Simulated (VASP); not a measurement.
Calculation: PBE GGA, VASP's PBE PAW potentials (set 64) (plane waves; VASP).

The input files of a VASP run:

INCAR:
```
LASPH = .TRUE.   # aspherical one-centre terms
LREAL = .FALSE.   # projection in real space or not
ISMEAR = 0
PREC = Accurate
GGA = PE   # PBE
LCHARG = .FALSE.
NELECT = 2.9
ENCUT = 520
SIGMA = 0.05   # width (eV)
SYSTEM = Li
ALGO = Normal
EDIFF = 1E-6
ISIF = 2   # forces and stress, cell fixed
LWAVE = .FALSE.
NELM = 100
```

POSCAR:
```
Li
1
   -1.7799000000     1.7799000000     1.7799000000
    1.7799000000    -1.7799000000     1.7799000000
    1.7799000000     1.7799000000    -1.7799000000
Li
1
Direct
  0.0000000000   0.0000000000   0.0000000000
```

File KPOINTS:
```
Automatic mesh
0
Gamma
13 13 13
0 0 0
```

POTCAR, in this order: Li_sv (PBE.64 set). Program: vasp_std.

The run wrote:

OUTCAR:
```
 ion  position               nearest neighbor table
   1  0.000  0.000  0.000-
  LATTYP: Found a body centered cubic cell.
 ALAT       =     3.5598000000
 Subroutine PRICEL returns:
 Original cell was already a primitive cell.
 Subroutine GETGRP returns: Found 48 space group operations
The static configuration has the point symmetry O_h .
The dynamic configuration has the point symmetry O_h .
 Subroutine INISYM returns: Found 48 space group operations
 Subroutine IBZKPT returns following result:
 Found     84 irreducible k-points:

 Following reciprocal coordinates:
            Coordinates               Weight
  0.000000  0.000000  0.000000      1.000000
  0.076923  0.000000  0.000000     12.000000
  0.153846  0.000000  0.000000     12.000000
  0.230769  0.000000  0.000000     12.000000
  0.307692  0.000000  0.000000     12.000000
  0.384615  0.000000  0.000000     12.000000
  0.461538  0.000000  0.000000     12.000000
  0.076923  0.076923  0.000000     24.000000
  0.153846  0.076923  0.000000     48.000000
  0.230769  0.076923  0.000000     48.000000
...
```

### OSZICAR
```
       N       E                     dE             d eps       ncg     rms          rms(c)
DAV:   1     0.476893678905E+00    0.47689E+00   -0.71714E+02   845   0.423E+02
DAV:   2    -0.176413568001E+01   -0.22410E+01   -0.21092E+01  1165   0.563E+01
DAV:   3    -0.192462773434E+01   -0.16049E+00   -0.16030E+00  1095   0.984E+00
DAV:   4    -0.192745215804E+01   -0.28244E-02   -0.28244E-02  1090   0.150E+00
DAV:   5    -0.192747654444E+01   -0.24386E-04   -0.24386E-04  1075   0.135E-01    0.401E-01
DAV:   6    -0.193277964583E+01   -0.53031E-02   -0.12232E-03  1130   0.299E-01    0.185E-01
DAV:   7    -0.193234381611E+01    0.43583E-03   -0.68214E-04  1585   0.220E-01    0.156E-02
DAV:   8    -0.193235013288E+01   -0.63168E-05   -0.67945E-05  1280   0.533E-02    0.180E-02
DAV:   9    -0.193234474067E+01    0.53922E-05   -0.22548E-06  1200   0.147E-02    0.138E-03
DAV:  10    -0.193234462751E+01    0.11317E-06   -0.91405E-07   665   0.793E-03
   1 F= -.19323446E+01 E0= -.19320458E+01  d E =-.597686E-03
```

**OUTCAR**
```
------------------------ aborting loop because EDIFF is reached ----------------------------------------
  FORCE on cell =-STRESS in cart. coord.  units (eV):
  Direction    XX          YY          ZZ          XY          YZ          ZX
  --------------------------------------------------------------------------------------
  Total       -0.4407714     -0.4407714     -0.4407714     -0.0000000     -0.0000000     -0.0000000
  in kB      -31.3095742    -31.3095742    -31.3095742     -0.0000000     -0.0000000     -0.0000000
  external PRESSURE =     -31.3095742 kB  Pullay stress =       0.0000000 kB
  volume of cell :       22.56
      direct lattice vectors                 reciprocal lattice vectors
    -1.779900000  1.779900000  1.779900000     0.000000000  0.280914658  0.280914658
     1.779900000 -1.779900000  1.779900000     0.280914658  0.000000000  0.280914658
     1.779900000  1.779900000 -1.779900000     0.280914658  0.280914658  0.000000000
 POSITION                                       TOTAL-FORCE (eV/Angst)
 -----------------------------------------------------------------------------------
      0.00000      0.00000      0.00000        -0.000000      0.000000     -0.000000
 -----------------------------------------------------------------------------------
    total drift:                               -0.000000      0.000000      0.000000
  FREE ENERGIE OF THE ION-ELECTRON SYSTEM (eV)
  ---------------------------------------------------
  free  energy   TOTEN  =        -1.9323446275 eV

  energy  without entropy=       -1.9317469412  energy(sigma->0) =       -1.93204578
```
(Selected blocks of OUTCAR.)

File OUTCAR:
```
 val. band max:        0.2957496705   @ k =   0.3846   0.0769   0.0000

 cond. band min:       0.4181088535   @ k =  -0.3077   0.4615   0.0769


 Fermi energy:         0.3063440944

 k-point     1 :       0.0000    0.0000    0.0000
  band No.  band energies     occupation
      1     -46.3286      2.00000
      2      -2.8950      2.00000
      3      14.0049      0.00000
      4      14.0049      0.00000
      5      14.0050      0.00000

 k-point     2 :       0.0769    0.0000    0.0000
  band No.  band energies     occupation
      1     -46.3280      2.00000
      2      -2.7877      2.00000
      3      13.3138      0.00000
      4      13.5173      0.00000
      5      13.8325      0.00000

 k-point     3 :       0.1538    0.0000    0.0000
  band No.  band energies     occupation
      1     -46.3260      2.00000
      2      -2.4650      2.00000
      3      11.4221      0.00000
      4      12.5694      0.00000
      5      13.3616      0.00000

 k-point     4 :       0.2308    0.0000    0.0000
  band No.  band energies     occupation
      1     -46.3232      2.00000
      2      -1.9282      2.00000
      3       9.1443      0.00000
      4      11.6492      0.00000
      5      12.7517      0.00000

 k-point     5 :       0.3077    0.0000    0.0000
  band No.  band energies     occupation
      1     -46.3202      2.00000
      2      -1.1847      2.00000
      3       6.9667      0.00000
      4      10.9113      0.00000
      5      12.1825      0.00000

 k-point     6 :       0.3846    0.0000    0.0000
  band No.  band energies     occupation
      1     -46.3178      2.00000
      2      -0.2717      2.00000
      3       5.0636      0.00000
      4      10.4050      0.00000
      5      11.7626      0.00000

 k-point     7 :       0.4615    0.0000    0.0000
  band No.  band energies     occupation
      1     -46.3164      2.00000
      2       0.6092      0.00000
      3       3.6803      0.00000
...
```

The cell is charged, with a uniform compensating background.

The compound is Li in the bcc structure. The cell was not relaxed at this level. The run is one of a series of settings (ISMEAR = 0, NELECT = 2.9, SIGMA = 0.05 against the base run), some of them coarse on purpose.
